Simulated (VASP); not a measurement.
# Adsorption sites of H on Ta(100), part 2 of 2

Which site of Ta(100) does H prefer, and what does it do to the work function?

VASP 6.6.1, plane waves and PAW; the level of theory is named at each step.

So far. Step 6 (Relaxing the atoms): Energy at zero smearing: -6.73444 eV. Step 7 (Relaxing the adsorbate, site ontop): The run ended after 13 ionic steps, 0.741 eV below its first step, once the forces on the free atoms met EDIFFG = -0.03.

### Step 8. Potential and states with the adsorbate, site ontop

A static run like the clean slab's shows how the vacuum level shifts, by charge transfer, by any dipole of the adsorbate and by the slab's own rearrangement.

INCAR reads:

```
SYSTEM = Ta16H
PREC = Normal
ENCUT = 320
EDIFF = 1E-06
NELM = 120
ISMEAR = 1
SIGMA = 0.15
LREAL = Auto
ALGO = Fast
GGA = PE
NBANDS = 57
LASPH = .TRUE.
LORBIT = 11
LWAVE = .FALSE.
LCHARG = .FALSE.
KPAR = 2
NCORE = 2
IDIPOL = 3
LDIPOL = .TRUE.
DIPOL = 0.5 0.5 0.511
LVHAR = .TRUE.
LVACPOTAV = .TRUE.
NEDOS = 1500
```

POSCAR reads:

```
Ta16H
1.0
    6.6200000000      0.0000000000      0.0000000000
    0.0000000000      6.6200000000      0.0000000000
    0.0000000000      0.0000000000     19.9650000000
Ta H
16 1
Selective dynamics
Direct
    0.2500000000      0.2500000000      0.3756574000  F F F
    0.7500000000      0.2500000000      0.3756574000  F F F
    0.2500000000      0.7500000000      0.3756574000  F F F
    0.7500000000      0.7500000000      0.3756574000  F F F
    0.0000000000      0.0000000000      0.4585524700  F F F
    0.5000000000      0.0000000000      0.4585524700  F F F
    0.0000000000      0.5000000000      0.4585524700  F F F
    0.5000000000      0.5000000000      0.4585524700  F F F
    0.2480335581      0.2480335581      0.5410970593  T T T
    0.7519664419      0.2480335581      0.5410970593  T T T
    0.2480335581      0.7519664419      0.5410970593  T T T
    0.7519664419      0.7519664419      0.5410970593  T T T
    0.0000000000      0.0000000000      0.6237300888  T T T
    0.5000000000      0.0000000000      0.6145807154  T T T
    0.0000000000      0.5000000000      0.6145807154  T T T
    0.5000000000      0.5000000000      0.6112712768  T T T
    0.0000000000      0.0000000000      0.7156586561  T T T
```

KPOINTS reads:

```
Automatic mesh
0
Gamma
4 4 1
0 0 0
```

Potentials, in the order of the species: Ta and H (PBE family, release 64).

Command:

```
$ mpirun -np 4 vasp_std
```

Elapsed: 45 s, on 4 MPI ranks of Intel Xeon 6975P-C (Granite Rapids), shared host; peak memory 0.88 GiB.

Numbers from this step:

* electronic cycles: 30
* Fermi energy: -0.6135 eV
* dipole moment: 0, 0, 0.1003 e·Å
* vacuum levels: 3.87, 3.455 eV
* work functions of the upper and lower face: 4.484, 4.069 eV

Zero at the Fermi level. The planar average of the electrostatic potential by height:

| height (Å) | planar average of the electrostatic potential (eV) |
| --- | --- |
| 0.0 | 4.36 |
| 0.5 | 4.08 |
| 1.0 | 4.07 |
| 1.5 | 4.07 |
| 2.0 | 4.07 |
| 2.5 | 4.07 |
| 3.0 | 4.07 |
| 3.5 | 4.06 |
| 4.0 | 4.04 |
| 4.5 | 3.99 |
| 5.0 | 3.85 |
| 5.5 | 3.43 |
| 6.0 | 2.29 |
| 6.5 | -0.706 |
| 7.0 | -4.71 |
| 7.5 | -6.70 |
| 8.0 | -6.04 |
| 8.5 | -5.55 |
| 9.0 | -6.37 |
| 9.5 | -6.21 |
| 10.0 | -5.64 |
| 10.5 | -6.08 |
| 11.0 | -6.68 |
| 11.5 | -6.88 |
| 12.0 | -7.00 |
| 12.5 | -6.14 |
| 13.0 | -3.07 |
| 13.5 | 0.938 |
| 14.0 | 2.96 |
| 14.5 | 3.70 |
| 15.0 | 4.27 |
| 15.5 | 4.43 |
| 16.0 | 4.47 |
| 16.5 | 4.48 |
| 17.0 | 4.48 |
| 17.5 | 4.48 |
| 18.0 | 4.48 |
| 18.5 | 4.48 |
| 19.0 | 4.48 |
| 19.5 | 4.48 |

Density of states in the PAW spheres, an atom over height of the layer and energy from the Fermi level.

Ten even steps from '_' (0.00 states/eV) to '@' (2.82 states/eV), each cell a mean:
```
@@----##%%%%__
++::..------__
--::::----::__
--====--==--__
--====------__
++++**++**++__
============__
::::::::::--..
..::::::::::__
------------__
::--------::__
..::::....::__
..::::......__
__....____..__
__....________
______________
______________
______________
______________
______________
______________
______________
```
Columns: height of the layer (Å) from 7.5 to 14.3 (not evenly spaced); rows upwards: energy from the Fermi level (eV) from -7.9 to 0.5.

Force by atom:

| atom | x (eV/Å) | y (eV/Å) | z (eV/Å) | size |
| --- | --- | --- | --- | --- |
| Ta1 | -0.05 | -0.05 | 0.83 | 0.83 |
| Ta2 | 0.05 | -0.05 | 0.83 | 0.83 |
| Ta3 | -0.05 | 0.05 | 0.83 | 0.83 |
| Ta4 | 0.05 | 0.05 | 0.83 | 0.83 |
| Ta5 | 0.00 | 0.00 | -1.12 | 1.12 |
| Ta6 | 0.00 | 0.00 | -0.70 | 0.70 |
| Ta7 | 0.00 | 0.00 | -0.70 | 0.70 |
| Ta8 | 0.00 | 0.00 | -0.85 | 0.85 |
| Ta9 | 0.00 | 0.00 | 0.01 | 0.01 |
| Ta10 | 0.00 | 0.00 | 0.01 | 0.01 |
| Ta11 | 0.00 | 0.00 | 0.01 | 0.01 |
| Ta12 | 0.00 | 0.00 | 0.01 | 0.01 |
| Ta13 | 0.00 | 0.00 | -0.03 | 0.03 |
| Ta14 | 0.00 | 0.00 | -0.02 | 0.02 |
| Ta15 | 0.00 | 0.00 | -0.02 | 0.02 |
| Ta16 | 0.00 | 0.00 | 0.02 | 0.02 |
| H17 | 0.00 | 0.00 | 0.03 | 0.03 |

The map of layer states is cut here 0.5 eV above the Fermi level, so it leaves out the states above that.

At the end the adsorbate's closest contact with the slab is H-Ta at 1.84 Å, nearly straight above the slab's atom, and its lowest atom lies 1.84 Å above the highest atom of the slab.

The vacuum level lies 4.48 eV above the Fermi level at the upper face; the two faces differ by 0.42 eV, the step that the slab's dipole of 0.100 e·Å makes.

VASP counts the dipole in electrons times Å, so a positive number points the physical dipole along −c.

The program warns that it found no field-free vacuum at its default tolerance, so these levels carry more doubt.

On this mesh the fine structure of the density of states is sampling noise, and high empty states may be cut by the number of bands.

### Step 9. Relaxing the adsorbate, site hollow

INCAR reads:

```
SYSTEM = Ta16H
PREC = Normal
ENCUT = 320
EDIFF = 1E-05
NELM = 120
ISMEAR = 1
SIGMA = 0.15
LREAL = Auto
ALGO = Fast
GGA = PE
NBANDS = 57
LASPH = .TRUE.
LORBIT = 11
LWAVE = .FALSE.
LCHARG = .FALSE.
KPAR = 2
NCORE = 2
IBRION = 2
NSW = 50
ISIF = 2
EDIFFG = -0.03
POTIM = 0.4
MAXMIX = 40
IDIPOL = 3
LDIPOL = .TRUE.
DIPOL = 0.5 0.5 0.507
```

POSCAR reads:

```
Ta16H
1.0
    6.6200000000      0.0000000000      0.0000000000
    0.0000000000      6.6200000000      0.0000000000
    0.0000000000      0.0000000000     19.9650000000
Ta H
16 1
Selective dynamics
Direct
    0.2500000000      0.2500000000      0.3756574000  F F F
    0.7500000000      0.2500000000      0.3756574000  F F F
    0.2500000000      0.7500000000      0.3756574000  F F F
    0.7500000000      0.7500000000      0.3756574000  F F F
    0.0000000000      0.0000000000      0.4585524700  F F F
    0.5000000000      0.0000000000      0.4585524700  F F F
    0.0000000000      0.5000000000      0.4585524700  F F F
    0.5000000000      0.5000000000      0.4585524700  F F F
    0.2500000000      0.2500000000      0.5409614200  T T T
    0.7500000000      0.2500000000      0.5409614200  T T T
    0.2500000000      0.7500000000      0.5409614200  T T T
    0.7500000000      0.7500000000      0.5409614200  T T T
    0.0000000000      0.0000000000      0.6148567300  T T T
    0.5000000000      0.0000000000      0.6148567300  T T T
    0.0000000000      0.5000000000      0.6148567300  T T T
    0.5000000000      0.5000000000      0.6148567300  T T T
    0.2500000000      0.2500000000      0.6549268600  T T T
```

KPOINTS is that of step 8.

Command:

```
$ mpirun -np 4 vasp_std
```

The job ended after 1.9 min (4 MPI ranks; peak memory 0.97 GiB).

Relaxation path:

| step | energy less that of the first step (eV) | largest force (eV/Å) |
| --- | --- | --- |
| 1 | 0.0000 | 0.9113 |
| 2 | -0.0450 | 0.8449 |
| 3 | -0.1251 | 0.4138 |
| 4 | -0.1264 | 0.6555 |
| 5 | -0.1532 | 0.4900 |
| 6 | -0.1574 | 0.4230 |
| 7 | -0.1663 | 0.0836 |
| 8 | -0.1663 | 0.0847 |
| 9 | -0.1678 | 0.0682 |
| 10 | -0.1688 | 0.0930 |
| 11 | -0.1696 | 0.0260 |

The atoms that moved most (Å):

| atom | dx | dy | dz | length |
| --- | --- | --- | --- | --- |
| H17 | 0.000 | 0.000 | -0.256 | 0.256 |
| Ta13 | -0.026 | -0.026 | 0.008 | 0.038 |
| Ta15 | -0.026 | 0.026 | 0.008 | 0.038 |
| Ta14 | 0.026 | -0.026 | 0.008 | 0.038 |
| Ta16 | 0.026 | 0.026 | 0.008 | 0.038 |
| Ta9 | 0.000 | 0.000 | 0.034 | 0.034 |
| Ta11 | 0.000 | 0.000 | 0.010 | 0.010 |
| Ta10 | 0.000 | 0.000 | 0.010 | 0.010 |

Final coordinates:

```xyz
17
Lattice="6.6200 0.0000 0.0000 0.0000 6.6200 0.0000 0.0000 0.0000 19.9650" Properties=species:S:1:pos:R:3
Ta    1.6550    1.6550    7.5000
Ta    4.9650    1.6550    7.5000
Ta    1.6550    4.9650    7.5000
Ta    4.9650    4.9650    7.5000
Ta    0.0000    0.0000    9.1550
Ta    3.3100    0.0000    9.1550
Ta    0.0000    3.3100    9.1550
Ta    3.3100    3.3100    9.1550
Ta    1.6550    1.6550   10.8340
Ta    4.9650    1.6550   10.8103
Ta    1.6550    4.9650   10.8103
Ta    4.9650    4.9650   10.7907
Ta   -0.0263   -0.0263   12.2832
Ta    3.3363   -0.0263   12.2832
Ta   -0.0263    3.3363   12.2832
Ta    3.3363    3.3363   12.2832
H     1.6550    1.6550   12.8201
```

The run ended after 11 ionic steps, 0.170 eV below its first step, once the forces on the free atoms met EDIFFG = -0.03.

### Step 10. Potential and states with the adsorbate, site hollow

INCAR reads:

```
SYSTEM = Ta16H
PREC = Normal
ENCUT = 320
EDIFF = 1E-06
NELM = 120
ISMEAR = 1
SIGMA = 0.15
LREAL = Auto
ALGO = Fast
GGA = PE
NBANDS = 57
LASPH = .TRUE.
LORBIT = 11
LWAVE = .FALSE.
LCHARG = .FALSE.
KPAR = 2
NCORE = 2
IDIPOL = 3
LDIPOL = .TRUE.
DIPOL = 0.5 0.5 0.506
LVHAR = .TRUE.
LVACPOTAV = .TRUE.
NEDOS = 1500
```

POSCAR reads:

```
Ta16H
1.0
    6.6200000000      0.0000000000      0.0000000000
    0.0000000000      6.6200000000      0.0000000000
    0.0000000000      0.0000000000     19.9650000000
Ta H
16 1
Selective dynamics
Direct
    0.2500000000      0.2500000000      0.3756574000  F F F
    0.7500000000      0.2500000000      0.3756574000  F F F
    0.2500000000      0.7500000000      0.3756574000  F F F
    0.7500000000      0.7500000000      0.3756574000  F F F
    0.0000000000      0.0000000000      0.4585524700  F F F
    0.5000000000      0.0000000000      0.4585524700  F F F
    0.0000000000      0.5000000000      0.4585524700  F F F
    0.5000000000      0.5000000000      0.4585524700  F F F
    0.2500000000      0.2500000000      0.5426486086  T T T
    0.7500000000      0.2500000000      0.5414620417  T T T
    0.2500000000      0.7500000000      0.5414620417  T T T
    0.7500000000      0.7500000000      0.5404827169  T T T
    0.9960298732      0.9960298732      0.6152381023  T T T
    0.5039701268      0.9960298732      0.6152381023  T T T
    0.9960298732      0.5039701268      0.6152381023  T T T
    0.5039701268      0.5039701268      0.6152381023  T T T
    0.2500000000      0.2500000000      0.6421273351  T T T
```

KPOINTS is that of step 9.

Command:

```
$ mpirun -np 4 vasp_std
```

Wall time 33 s (4 MPI ranks); peak memory 0.89 GiB; 2 min of CPU time.

The map of layer states is cut here 0.5 eV above the Fermi level, so it leaves out the states above that.

At the end the adsorbate's closest contact with the slab is H-Ta at 1.99 Å, nearly straight above the slab's atom, and its lowest atom lies 0.54 Å above the highest atom of the slab.

The vacuum level lies 3.79 eV above the Fermi level at the upper face; the two faces differ by 0.20 eV, the step that the slab's dipole of -0.049 e·Å makes.

VASP counts the dipole in electrons times Å, so a positive number points the physical dipole along −c.

The program found no field-free point at its default tolerance, but its printed level agrees with the flat part of the planar average.

On this mesh the fine structure of the density of states is sampling noise, and high empty states may be cut by the number of bands.

### Step 11. Relaxing the adsorbate, site bridge

INCAR reads:

```
SYSTEM = Ta16H
PREC = Normal
ENCUT = 320
EDIFF = 1E-05
NELM = 120
ISMEAR = 1
SIGMA = 0.15
LREAL = Auto
ALGO = Fast
GGA = PE
NBANDS = 57
LASPH = .TRUE.
LORBIT = 11
LWAVE = .FALSE.
LCHARG = .FALSE.
KPAR = 2
NCORE = 2
IBRION = 2
NSW = 50
ISIF = 2
EDIFFG = -0.03
POTIM = 0.4
MAXMIX = 40
IDIPOL = 3
LDIPOL = .TRUE.
DIPOL = 0.5 0.5 0.508
```

POSCAR reads:

```
Ta16H
1.0
    6.6200000000      0.0000000000      0.0000000000
    0.0000000000      6.6200000000      0.0000000000
    0.0000000000      0.0000000000     19.9650000000
Ta H
16 1
Selective dynamics
Direct
    0.2500000000      0.2500000000      0.3756574000  F F F
    0.7500000000      0.2500000000      0.3756574000  F F F
    0.2500000000      0.7500000000      0.3756574000  F F F
    0.7500000000      0.7500000000      0.3756574000  F F F
    0.0000000000      0.0000000000      0.4585524700  F F F
    0.5000000000      0.0000000000      0.4585524700  F F F
    0.0000000000      0.5000000000      0.4585524700  F F F
    0.5000000000      0.5000000000      0.4585524700  F F F
    0.2500000000      0.2500000000      0.5409614200  T T T
    0.7500000000      0.2500000000      0.5409614200  T T T
    0.2500000000      0.7500000000      0.5409614200  T T T
    0.7500000000      0.7500000000      0.5409614200  T T T
    0.0000000000      0.0000000000      0.6148567300  T T T
    0.5000000000      0.0000000000      0.6148567300  T T T
    0.0000000000      0.5000000000      0.6148567300  T T T
    0.5000000000      0.5000000000      0.6148567300  T T T
    0.2500000000      0.0000000000      0.6674487700  T T T
```

KPOINTS is that of step 10.

Command:

```
$ mpirun -np 4 vasp_std
```

Wall time 3 min (4 MPI ranks); peak memory 1 GiB.

The run keeps the 4 symmetry operations of its start, so it cannot find a distortion of lower symmetry.

The steps of the relaxation:

| step | energy less that of the first step (eV) | largest force (eV/Å) |
| --- | --- | --- |
| 1 | 0.0000 | 1.0220 |
| 2 | -0.0943 | 0.6624 |
| 3 | -0.1491 | 0.7668 |
| 4 | -0.2108 | 0.7485 |
| 5 | -0.2582 | 0.7007 |
| 6 | -0.3013 | 0.2799 |
| 7 | -0.3055 | 0.2598 |
| 8 | -0.3174 | 0.1594 |
| 9 | -0.3219 | 0.1634 |
| 10 | -0.3274 | 0.0762 |
| 11 | -0.3274 | 0.0774 |
| 12 | -0.3286 | 0.0183 |

The atoms that moved most (Å):

| atom | dx | dy | dz | length |
| --- | --- | --- | --- | --- |
| H17 | 0.000 | 0.000 | 0.353 | 0.353 |
| Ta13 | 0.173 | 0.000 | 0.118 | 0.210 |
| Ta14 | -0.173 | 0.000 | 0.118 | 0.210 |
| Ta15 | -0.052 | 0.000 | -0.041 | 0.066 |
| Ta16 | 0.052 | 0.000 | -0.041 | 0.066 |
| Ta9 | 0.000 | 0.003 | -0.028 | 0.028 |
| Ta11 | 0.000 | -0.003 | -0.028 | 0.028 |
| Ta10 | 0.000 | -0.021 | 0.007 | 0.022 |

Final coordinates:

```cif
data_structure
_symmetry_space_group_name_H-M 'P 1'
_symmetry_Int_Tables_number 1
_cell_length_a 6.6200
_cell_length_b 6.6200
_cell_length_c 19.9650
_cell_angle_alpha 90.000
_cell_angle_beta 90.000
_cell_angle_gamma 90.000
_cell_volume 874.95
loop_
_atom_site_label
_atom_site_type_symbol
_atom_site_fract_x
_atom_site_fract_y
_atom_site_fract_z
_atom_site_occupancy
Ta1 Ta 0.25000 0.25000 0.37566 1
Ta2 Ta 0.75000 0.25000 0.37566 1
Ta3 Ta 0.25000 0.75000 0.37566 1
Ta4 Ta 0.75000 0.75000 0.37566 1
Ta5 Ta 0.00000 0.00000 0.45855 1
Ta6 Ta 0.50000 0.00000 0.45855 1
Ta7 Ta 0.00000 0.50000 0.45855 1
Ta8 Ta 0.50000 0.50000 0.45855 1
Ta9 Ta 0.25000 0.25052 0.53957 1
Ta10 Ta 0.75000 0.24682 0.54129 1
Ta11 Ta 0.25000 0.74948 0.53957 1
Ta12 Ta 0.75000 0.75318 0.54129 1
Ta13 Ta 0.02620 0.00000 0.62077 1
Ta14 Ta 0.47380 0.00000 0.62077 1
Ta15 Ta 0.99210 0.50000 0.61282 1
Ta16 Ta 0.50790 0.50000 0.61282 1
H17 H 0.25000 0.00000 0.68512 1
```

The run ended after 12 ionic steps, 0.329 eV below its first step, once the forces on the free atoms met EDIFFG = -0.03.

### Step 12. Potential and states with the adsorbate, site bridge

INCAR reads:

```
SYSTEM = Ta16H
PREC = Normal
ENCUT = 320
EDIFF = 1E-06
NELM = 120
ISMEAR = 1
SIGMA = 0.15
LREAL = Auto
ALGO = Fast
GGA = PE
NBANDS = 57
LASPH = .TRUE.
LORBIT = 11
LWAVE = .FALSE.
LCHARG = .FALSE.
KPAR = 2
NCORE = 2
IDIPOL = 3
LDIPOL = .TRUE.
DIPOL = 0.5 0.5 0.509
LVHAR = .TRUE.
LVACPOTAV = .TRUE.
NEDOS = 1500
```

POSCAR reads:

```
Ta16H
1.0
    6.6200000000      0.0000000000      0.0000000000
    0.0000000000      6.6200000000      0.0000000000
    0.0000000000      0.0000000000     19.9650000000
Ta H
16 1
Selective dynamics
Direct
    0.2500000000      0.2500000000      0.3756574000  F F F
    0.7500000000      0.2500000000      0.3756574000  F F F
    0.2500000000      0.7500000000      0.3756574000  F F F
    0.7500000000      0.7500000000      0.3756574000  F F F
    0.0000000000      0.0000000000      0.4585524700  F F F
    0.5000000000      0.0000000000      0.4585524700  F F F
    0.0000000000      0.5000000000      0.4585524700  F F F
    0.5000000000      0.5000000000      0.4585524700  F F F
    0.2500000000      0.2505241449      0.5395678121  T T T
    0.7500000000      0.2468166174      0.5412879619  T T T
    0.2500000000      0.7494758551      0.5395678121  T T T
    0.7500000000      0.7531833826      0.5412879619  T T T
    0.0261995098      0.0000000000      0.6207725579  T T T
    0.4738004902      0.0000000000      0.6207725579  T T T
    0.9921018814      0.5000000000      0.6128206139  T T T
    0.5078981186      0.5000000000      0.6128206139  T T T
    0.2500000000      0.0000000000      0.6851248351  T T T
```

KPOINTS is that of step 11.

Command:

```
$ mpirun -np 4 vasp_std
```

It took 46 s on 4 MPI ranks; peak memory 0.94 GiB; 2.8 min of CPU time.

The map of layer states is cut here 0.5 eV above the Fermi level, so it leaves out the states above that.

At the end the adsorbate's closest contact with the slab is H-Ta at 1.96 Å, 1.48 Å to the side of the slab's atom, and its lowest atom lies 1.28 Å above the highest atom of the slab.

The vacuum level lies 3.88 eV above the Fermi level at the upper face; the two faces differ by 0.15 eV, the step that the slab's dipole of -0.036 e·Å makes.

VASP counts the dipole in electrons times Å, so a positive number points the physical dipole along −c.

The program warns that it found no field-free vacuum at its default tolerance, so these levels carry more doubt.

On this mesh the fine structure of the density of states is sampling noise, and high empty states may be cut by the number of bands.

### Step 13. The sites side by side

This step: adsorption sites, PBE; plane waves and PAW (VASP 6.6.1).

This step runs nothing: it gathers the runs above.

The site's symmetry is kept, so a site may be a saddle point. All sites:

| site | adsorption energy (eV) | height over the top layer (Å) | shortest distance to the metal (Å) | bond in the molecule (Å) | change of the work function (eV) | sideways move (Å) |
| --- | --- | --- | --- | --- | --- | --- |
| ontop | -0.2249 | 1.989 | 1.835 | - | 0.7033 | 0 |
| hollow | -0.4178 | 0.5368 | 1.986 | - | 0.0083 | 0 |
| bridge | -0.8298 | 1.364 | 1.961 | - | 0.1022 | 0 |

Each adsorption energy is the energy with the adsorbate less the clean slab (-174.474 eV) and the reference (-3.367 eV, half of H2).

### Step 14. Summary of results

```yaml
ontop_start: -0.22 eV
hollow_start: -0.42 eV
bridge_start: -0.83 eV
```

What this shows: Among the starts that kept their site, H is lowest at the bridge site of Ta(100), at -0.83 eV against half of H2; hollow lies 0.41 eV higher and ontop lies 0.60 eV higher. At that site the work function rises by 0.10 eV from 3.78 eV. Symmetry was kept, so any start that stayed on its site may sit on a saddle point. The slab is thin, and zero-point and thermal parts are left out.

[Lines on the potential files, build, host, timing and source positions are cut from VASP's logs without a mark.]

[Logs are printed without paths, hosts, clocks, repeated set-up lines and the standing remarks that a program may print on its own settings, such as how far it seeks lower states.]

[Hosts, paths, dates, database ids (printed as entryN), source tags and the programs' standing remarks are cut or masked in the printed files.]

[Runs that stopped without an error message from VASP are left out.]
